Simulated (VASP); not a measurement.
# MgOSiH4 in VASP: reference runs

Reference runs on MgOSiH4: the cell as given.

Program: VASP 6.6.1. These are calculated values, not measurements. Logs are shortened: lines on timing, memory, paths and dates and some standing lists are left out, and cuts for length are marked.

## Step 1: The molecule as given

The cell holds a molecule in a box, 7 atoms: a = 15.000 Å, b = 12.000 Å, c = 12.000 Å, α = 90.00°, β = 90.00°, γ = 90.00°.

## Step 2: Single point, PBE

Input file INCAR:

```
SYSTEM = MgSiH4O
PREC = Accurate
ENCUT = 520
EDIFF = 1E-7
ISMEAR = 0
SIGMA = 0.01
LREAL = .False.
LASPH = .True.
NELM = 100
ALGO = Normal
ISIF = 2
LWAVE = .False.
LCHARG = .False.
GGA = PE
NBANDS = 17
```

Input file KPOINTS:

```
regular mesh
0
Gamma
  1 1 1
  0 0 0
```

Input file POSCAR:

```
MgSiH4O
1.0
   15.0000000000      0.0000000000      0.0000000000
    0.0000000000     12.0000000000      0.0000000000
    0.0000000000      0.0000000000     12.0000000000
Mg O Si H
1 1 1 4
Direct
    0.4206233300      0.4324083300      0.4435291700
    0.5299033300      0.4814083300      0.4796708300
    0.6279633300      0.5255916700      0.5120458300
    0.3178833300      0.3863416700      0.4095458300
    0.6761033300      0.5698750000      0.4125541700
    0.6236766700      0.6171583300      0.5961208300
    0.6838500000      0.4346916700      0.5603958300
```

Potentials or basis: VASP PAW PBE potentials, release 64 (Mg, O, Si, H).

Command:

```bash
cat potpaw_PBE.64/Mg/POTCAR potpaw_PBE.64/O/POTCAR potpaw_PBE.64/Si/POTCAR potpaw_PBE.64/H/POTCAR > POTCAR
mpirun -np 1 vasp_gam > vasp.out
```

OUTCAR:

```text
SYSTEM = MgSiH4O
   PREC = Accurate
   ENCUT = 520
   EDIFF = 1E-7
   ISMEAR = 0
   LREAL = .False.
   LASPH = .True.
   NELM = 100
   ISIF = 2
   GGA = PE

 ion  position               nearest neighbor table
   1  0.421  0.432  0.444-   4 1.69   2 1.79
   2  0.530  0.481  0.480-   3 1.61   1 1.79
   3  0.628  0.526  0.512-   5 1.49   7 1.49   6 1.49   2 1.61
   4  0.318  0.386  0.410-   1 1.69
   5  0.676  0.570  0.413-   3 1.49
   6  0.624  0.617  0.596-   3 1.49
   7  0.684  0.435  0.560-   3 1.49

  LATTYP: Found a simple tetragonal cell.
 ALAT       =    12.0000000000
 C/A-ratio  =     1.2500000000

  Lattice vectors:

 A1 = (   0.0000000000,  12.0000000000,   0.0000000000)
 A2 = (   0.0000000000,   0.0000000000,  12.0000000000)
 A3 = (  15.0000000000,   0.0000000000,   0.0000000000)

Analysis of symmetry for initial positions (statically):
=====================================================================
 Subroutine PRICEL returns:
 Original cell was already a primitive cell.

 Routine SETGRP: Setting up the symmetry group for a
 simple tetragonal supercell.

 Subroutine GETGRP returns: Found  1 space group operations
 (whereof  1 operations were pure point group operations)
 out of a pool of 16 trial point group operations.

The static configuration has the point symmetry C_1 .

Analysis of symmetry for dynamics (positions and initial velocities):
=====================================================================
 Subroutine PRICEL returns:
 Original cell was already a primitive cell.

 Routine SETGRP: Setting up the symmetry group for a
 simple tetragonal supercell.

 Subroutine GETGRP returns: Found  1 space group operations
 (whereof  1 operations were pure point group operations)
 out of a pool of 16 trial point group operations.

The dynamic configuration has the point symmetry C_1 .

 Subroutine INISYM returns: Found  1 space group operations
 (whereof  1 operations are pure point group operations),
 and found     1 'primitive' translations

----------------------------------------------------------------------------------------

                                     Primitive cell

  volume of cell :    2160.0000
[... 75 lines left out ...]
   EDIFF  = 0.1E-06   stopping-criterion for ELM
   LREAL  =      F    real-space projection
   EDIFFG = 0.1E-05   stopping-criterion for IOM
   NSW    =      0    number of steps for IOM
   IBRION =     -1    ionic relax: 0-MD 1-quasi-New 2-CG
   NFREE  =      0    steps in history (QN), initial steepest desc. (CG)
   ISIF   =      2    stress and relaxation
   ISYM   =      2    0-nonsym 1-usesym 2-fastsym
   POTIM  = 0.5000    time-step for ionic-motion
   TEBEG  =    0.0;   TEEND  =   0.0 temperature during run
   PSTRESS=    0.0 pullay stress
   NELECT =      16.0000    total number of electrons
   NUPDOWN=      -1.0000    fix difference up-down
   EMIN   =  10.00;   EMAX   =-10.00  energy-range for DOS
   EFERMI =   0.00;   METHOD = LEGACY
   ISMEAR =     0;   SIGMA  =   0.01  broadening in eV -4-tet -1-fermi 0-gaus
   EFERMI_NEDOS =   21; number of points for ismear=-14 and -15
   IALGO  =     38    algorithm
   IMIX   =      4    mixing-type and parameters
     AMIX     =   0.40;   BMIX     =  1.00
     AMIX_MAG =   1.60;   BMIX_MAG =  1.00
  volume/ion in A,a.u.               =     308.57      2082.34
  Fermi-wavevector in a.u.,A,eV,Ry     =   0.319127  0.603063  1.385645  0.101842
  Thomas-Fermi vector in A             =   1.204580
   LORBIT       =      0    0 simple, 1 ext, 2 COOP (PROOUT), +10 PAW based schemes
   GGA     = PE    functional components
   LHFCALC =     F    Hartree Fock is set to
   AEXX    =    0.0000 exact exchange contribution
   IVDW    =     0    specifies the selected vdW correction
   LEPSILON=     F    determine dielectric tensor
   LRPA    =     F    only Hartree local field effects (RPA)
 non-spin polarized calculation
 Gauss-broadening in eV      SIGMA  =   0.01
  energy-cutoff  :      520.00
  volume of cell :     2160.00
 maximum number of plane-waves:     29078
 NGX is ok and might be reduce to   112
   NGX = 55   NGY = 45   NGZ = 45

 number of electron      16.0000007 magnetization

 Free energy of the ion-electron system (eV)
  ---------------------------------------------------
  ext. energy  EPLUGINS =         0.00000000
  ---------------------------------------------------
  free energy    TOTEN  =       -28.12661740 eV

  energy without entropy =      -28.12661740  energy(sigma->0) =      -28.12661740

 E-fermi :  -6.3387     XC(G=0):  -0.7369

 val. band max:       -6.4060688388   @ k =   0.0000   0.0000   0.0000
 cond. band min:      -1.5058099088   @ k =   0.0000   0.0000   0.0000
 fundamental gap:      4.9002589300
 Fermi energy:        -6.3386521262

 k-point     1 :       0.0000    0.0000    0.0000
  band No.  band energies     occupation
      1     -22.7631      2.00000
      2     -12.3127      2.00000
      3      -9.2953      2.00000
      4      -8.3181      2.00000
      5      -8.3159      2.00000
      6      -6.8301      2.00000
[... 9 lines left out ...]
     16       0.7379      0.00000
     17       0.9859      0.00000

------------------------ aborting loop because EDIFF is reached ----------------------------------------

  FORCE on cell =-STRESS in cart. coord.  units (eV):
  Direction    XX          YY          ZZ          XY          YZ          ZX
  --------------------------------------------------------------------------------------
  -------------------------------------------------------------------------------------
  Total        1.1604617      0.3025620      0.2447320      0.3654871      0.0983886      0.2682527
  in kB        0.8607710      0.2244250      0.1815297      0.2710996      0.0729796      0.1989761
  external PRESSURE =       0.4222419 kB  Pullay stress =       0.0000000 kB

 VOLUME and BASIS-vectors are now :
 -----------------------------------------------------------------------------
  energy-cutoff  :      520.00
  volume of cell :     2160.00
      direct lattice vectors                 reciprocal lattice vectors
    15.000000000  0.000000000  0.000000000     0.066666667  0.000000000  0.000000000
     0.000000000 12.000000000  0.000000000     0.000000000  0.083333333  0.000000000
     0.000000000  0.000000000 12.000000000     0.000000000  0.000000000  0.083333333

 POSITION                                       TOTAL-FORCE (eV/Angst)
 -----------------------------------------------------------------------------------
      6.30935      5.18890      5.32235        -0.125215     -0.047272     -0.034752
      7.94855      5.77690      5.75605        -0.278938     -0.096449     -0.069412
      9.41945      6.30710      6.14455         0.333555      0.112548      0.082587
      4.76825      4.63610      4.91455        -0.070756     -0.026490     -0.019903
     10.14155      6.83850      4.95065         0.065964      0.048219     -0.096689
      9.35515      7.40590      7.15345         0.000055      0.095967      0.087301
     10.25775      5.21630      6.72475         0.075335     -0.086523      0.050868
 -----------------------------------------------------------------------------------
    total drift:                               -0.000996     -0.000694      0.000825

  FREE ENERGIE OF THE ION-ELECTRON SYSTEM (eV)
  ---------------------------------------------------
  free  energy   TOTEN  =       -28.1266174022 eV

  energy  without entropy=      -28.1266174022  energy(sigma->0) =      -28.12661740
```

OSZICAR:

```text
N       E                     dE             d eps       ncg     rms          rms(c)
DAV:   1     0.108225131714E+03    0.10823E+03   -0.37808E+03    42   0.524E+02
DAV:   2     0.505139545165E+01   -0.10317E+03   -0.99821E+02    66   0.920E+01
DAV:   3    -0.302288142776E+02   -0.35280E+02   -0.34952E+02    52   0.719E+01
[... 19 lines left out ...]
DAV:  23    -0.281266137258E+02   -0.42265E-05   -0.17572E-07    44   0.185E-03    0.516E-04
DAV:  24    -0.281266164227E+02   -0.26970E-05   -0.84232E-08    44   0.102E-03    0.262E-04
DAV:  25    -0.281266169923E+02   -0.56955E-06   -0.23164E-08    36   0.892E-04    0.130E-04
DAV:  26    -0.281266173184E+02   -0.32618E-06   -0.85225E-09    36   0.418E-04    0.895E-05
DAV:  27    -0.281266174022E+02   -0.83782E-07   -0.15873E-09    36   0.244E-04
   1 F= -.28126617E+02 E0= -.28126617E+02  d E =-.107597E-21
```

It took 3.2 min on 1 thread of Intel Xeon Platinum 8259CL at 2.50GHz (Skylake/Cascade Lake), shared host; peak memory 1.5 GiB.

What came out:

```
Free energy                     : -28.1266 eV
Largest force                   : 0.362 eV/Å
Gap between the frontier levels : 4.90 eV
```

Forces on the atoms (eV/Å):
```
Mg  -0.125 -0.047 -0.035
O   -0.279 -0.096 -0.069
Si   0.334  0.113  0.083
H   -0.071 -0.026 -0.020
H    0.066  0.048 -0.097
H    0.000  0.096  0.087
H    0.075 -0.087  0.051
```

Levels at points of the mesh, in eV from the valence-band top:
| k point | band 6 | band 7 | band 8 | band 9 | band 10 | band 11 |
| --- | --- | --- | --- | --- | --- | --- |
| (0.00, 0.00, 0.00) | -0.42 | 0.00 | 0.00 | 4.90 | 5.65 | 5.65 |

As with any semilocal functional, this PBE gap is likely too small.
